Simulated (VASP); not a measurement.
```
CELL_PARAMETERS angstrom
      0.00000     2.88465     2.88465
      2.88465     0.00000     2.88465
      2.88465     2.88465     0.00000
ATOMIC_POSITIONS crystal
  Al 0.25000 0.25000 0.25000
  Al 0.75000 0.75000 0.75000
  Pt 0.00000 0.00000 0.00000
```

All values below come from AM05 GGA, VASP's PBE PAW potentials (set 64) (plane waves; VASP 6.6.1). Run with 520 eV cut-off, 9×9×9 Γ-centred mesh, first-order Methfessel-Paxton smearing of 0.10 eV, potentials Al Pt.

Question: Give the stress tensor in GPa (positive for a compressed cell).

Answer: 
```
10.01   0.00   0.00
 0.00  10.01   0.00
 0.00   0.00  10.01
```
The pressure is its mean diagonal, 10.01 GPa.

The compound is PtAl2 in the fluorite structure. This cell is one point of a volume scan, at 0.94 of the reference volume.
